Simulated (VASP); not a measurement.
Consider the following.

```
NaI
1.0
    0.00000     3.21946     3.21946
    3.21946     0.00000     3.21946
    3.21946     3.21946     0.00000
Na I
1 1
Cartesian
  0.00000   0.00000   0.00000
  3.21946   3.21946   3.21946
```

Level of theory: rev-vdW-DF2, VASP's PBE PAW potentials (set 64) (plane waves; VASP). Run with 520 eV cut-off, 8×8×8 Γ-centred mesh, tetrahedra with Blöchl corrections, potentials Na_pv I.

Unless said otherwise, spin-orbit coupling is left out, though it shifts the bands of the heavy elements here.

Q: Estimate the energy per atom (σ→0), band gap (on the k-mesh) with the smallest direct gap where there is one.

A: 
```json
{
 "band gap (on the k-mesh)": "3.60 eV",
 "smallest direct gap (on the k-mesh)": "3.60 eV",
 "energy per atom (σ→0)": "-86.7 kJ/mol of atoms"
}
```

The absolute energy has meaning only against runs of the same code, potentials and settings.

The compound is NaI in the rock salt structure. It was relaxed first.
